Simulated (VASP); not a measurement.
```xyz
3
Lattice="1.7509 1.0109 7.0875 -1.7509 1.0109 7.0875 0.0000 -2.0218 7.0875" Properties=species:S:1:pos:R:3 pbc="T T T"
W      0.0000     0.0000     0.0006
Te     0.0000     0.0000    15.9869
Te     0.0000     0.0000    12.3617
```

All values below come from PBEsol GGA, VASP's PBE PAW potentials (set 64) (plane waves; VASP). Settings: 400 eV cut-off, 8×8×8 Γ-centred mesh, tetrahedra with Blöchl corrections, potentials W_sv Te.

The cores are frozen, which limits the accuracy of field gradients. Without a dispersion term in the relaxation, distances and binding between the weakly bound layers, chains or molecules are unreliable, and so is what depends on them.

### Question
Give the principal components of the electric field gradient (V/Å²) and the asymmetry η at each nucleus.

### Answer

| atom | Vxx | Vyy | Vzz | η |
|---|---|---|---|---|
| W1 | 80.6 | 80.6 | -161.1 | 0.00 |
| Te2 | 76.8 | 76.8 | -153.6 | 0.00 |
| Te3 | 72.4 | 72.4 | -144.9 | 0.00 |

The structure was generated: Te2W was put into the 3R-MoS2 type (R3m), which need not be its known phase. It was relaxed first, which changed the volume by -15 %.
